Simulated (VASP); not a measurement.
Data:

```xyz
2
Lattice="0.0000 2.8333 2.8333 2.8333 0.0000 2.8333 2.8333 2.8333 0.0000" Properties=species:S:1:pos:R:3 pbc="T T T"
Ag     2.8333     0.0000     2.8333
Br     2.8333     2.8333     2.8333
```

These are PBEsol GGA with spin-orbit coupling, VASP's PBE PAW potentials (set 64) (plane waves; VASP) values and carry that method's errors. Settings: 400 eV cut-off, 7×7×7 Γ-centred mesh, Gaussian smearing of 0.050 eV, potentials Ag Br.

### Question
Give the energies of bands 7 to 20 at the high-symmetry points, in eV from the valence-band maximum.

### Answer

```
band      Γ      X      U      L      W
----  -----  -----  -----  -----  -----
7     -2.88  -3.31  -4.18  -4.56  -4.28
8     -2.88  -3.31  -4.18  -4.56  -4.28
9     -2.87  -3.00  -2.98  -2.81  -2.91
10    -2.87  -3.00  -2.98  -2.81  -2.91
11    -2.87  -2.92  -2.79  -2.74  -2.65
12    -2.87  -2.92  -2.79  -2.74  -2.65
13    -2.54  -2.85  -2.35  -2.27  -2.38
14    -2.54  -2.85  -2.35  -2.27  -2.38
15    -1.99  -2.44  -2.15  -0.14  -2.33
16    -1.99  -2.44  -2.15  -0.14  -2.33
17    -1.99  -2.31  -1.38   0.00  -1.74
18    -1.99  -2.31  -1.38   0.00  -1.74
19     0.41   1.30   2.73   3.34   3.67
20     0.41   1.30   2.73   3.34   3.67
```

The gap is indirect, 0.42 eV, from the valence maximum at L to the conduction minimum at Γ.

The compound is AgBr in the rock salt structure. It was relaxed first, which changed the volume by -5 %.
